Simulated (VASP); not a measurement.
```
CELL_PARAMETERS angstrom
      5.96316     0.00000     0.00000
      0.00000     6.72456     0.00000
      0.00000     0.00000     3.24222
ATOMIC_POSITIONS crystal
  Sb 0.31806 0.85845 0.50000
  Sb 0.68194 0.14155 0.50000
  Sb 0.81806 0.64155 0.00000
  Sb 0.18194 0.35845 0.00000
  Os 0.50000 0.50000 0.50000
  Os 0.00000 0.00000 0.00000
```

These are r2SCAN meta-GGA, VASP's PBE PAW potentials (set 64) (plane waves; VASP 6.6.1) values and carry that method's errors. Run with 400 eV cut-off, 4×4×8 Γ-centred mesh, tetrahedra with Blöchl corrections, potentials Sb Os.

The cores are frozen, which limits the accuracy of field gradients.

Q: Give the principal components of the electric field gradient (V/Å²) and the asymmetry η at each nucleus.

A: 
```tsv
atom	Vxx	Vyy	Vzz	η
Sb1	186.7	41.9	-228.6	0.63
Sb2	186.7	41.9	-228.6	0.63
Sb3	186.7	41.9	-228.6	0.63
Sb4	186.7	41.9	-228.6	0.63
Os5	-239.6	-105.2	344.8	0.39
Os6	-239.6	-105.2	344.8	0.39
```

The structure comes from a computed database's Sb2Os entry (Pnnm); how it stands against other phases isn't given here. It was relaxed first.
